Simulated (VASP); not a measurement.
The system is InAs.

```
In As
1.0
     0.00000    3.01800    3.01800
     3.01800    0.00000    3.01800
     3.01800    3.01800    0.00000
In As
1 1
Direct
  0.00000 0.00000 0.00000
  0.25000 0.25000 0.25000
```

| Quantity | Value |
| --- | --- |
| Program | VASP 6.6.1 |
| Task | relaxation of cell and atoms |
| Functional | PBEsol |
| Potentials or basis | VASP PAW PBE potentials, release 64 (In_d, As) |
| Cutoff | 520 eV |
| k mesh | 10 × 10 × 10 |
| Occupations | gaussian, width 0.02 eV |
| Spin | no spin polarisation |

At the start: pressure 1.6 GPa; volume 27.49 Å³/atom.

Where does the relaxation end?

Over 16 steps the energy falls by 3.6 meV/atom and the volume is 28.23 Å³/atom (+2.7 %); space group F-43m (No. 216, to 0.05 Å).

Step by step:
```
step  energy change (eV)  largest force (eV/Å)  pressure (GPa)  volume (Å³)
   1              0.0000                0.0000            1.60        54.98
   2             -0.0057                0.0000           -0.68        57.18
   3             -0.0073                0.0000           -0.04        56.47
   4             -0.0072                0.0000            0.03        56.44
   5             -0.0072                0.0000            0.05        56.44
   6             -0.0072                0.0000            0.04        56.44
   7             -0.0072                0.0000            0.04        56.44
   8             -0.0072                0.0000            0.04        56.44
   9             -0.0072                0.0000            0.04        56.44
  10             -0.0072                0.0000            0.04        56.44
  11             -0.0072                0.0000            0.04        56.44
  12             -0.0072                0.0000            0.04        56.44
  13             -0.0072                0.0000            0.03        56.44
  14             -0.0073                0.0000            0.03        56.45
  15             -0.0073                0.0000            0.02        56.45
  16             -0.0073                0.0000            0.01        56.47
```

Final structure:
```
In As
1.0
     0.00000    3.04503    3.04503
     3.04503    0.00000    3.04503
     3.04503    3.04503    0.00000
In As
1 1
Direct
  0.00000 0.00000 0.00000
  0.25000 0.25000 0.25000
```

Caveat: the PAW data sets were made with another functional, which shifts forces and pressure a little.
